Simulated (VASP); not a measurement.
Data:

```
CELL_PARAMETERS angstrom
      6.22944     0.00000     0.00000
      0.00000     6.22944     0.00000
      0.00000     0.00000     6.22944
ATOMIC_POSITIONS crystal
  Mg 0.00000 0.00000 0.00000
  Mg 0.50000 0.50000 0.00000
  Mg 0.50000 0.00000 0.50000
  Te 0.22928 0.27072 0.27072
  Te 0.77072 0.72928 0.27072
  Te 0.77072 0.27072 0.72928
  Te 0.22928 0.72928 0.72928
  Be 0.00000 0.50000 0.50000
```

Level of theory: PBEsol GGA, VASP's PBE PAW potentials (set 64) (plane waves; VASP). Settings: 400 eV cut-off, Gaussian smearing of 0.050 eV, potentials Mg Te Be.

Unless said otherwise, spin-orbit coupling is left out, though it shifts the bands of the heavy elements here.

Q: Give the energies of bands 7 to 20 at the high-symmetry points, in eV from the valence-band maximum.

A: 
```csv
band,Γ,X,M,R
7,-3.35,-2.47,-2.84,-3.76
8,-1.86,-2.35,-2.84,-3.76
9,-1.86,-2.13,-2.17,-0.88
10,-1.86,-2.13,-2.17,-0.88
11,-1.31,-2.12,-1.96,-0.88
12,-1.31,-2.12,-1.48,-0.41
13,-1.31,-1.01,-0.74,-0.41
14,0.00,-1.01,-0.74,-0.40
15,0.00,-0.56,-0.61,-0.40
16,0.00,-0.56,-0.25,-0.40
17,2.38,3.20,3.44,2.47
18,2.52,3.69,3.71,3.16
19,2.52,3.88,4.43,3.16
20,2.52,4.40,4.43,3.16
```

The gap is direct, 2.38 eV, from the valence maximum at Γ to the conduction minimum at Γ.

The structure was generated: BeMg3Te4 was put into an ordered model structure (P-43m), which need not be its known phase. It was relaxed first.
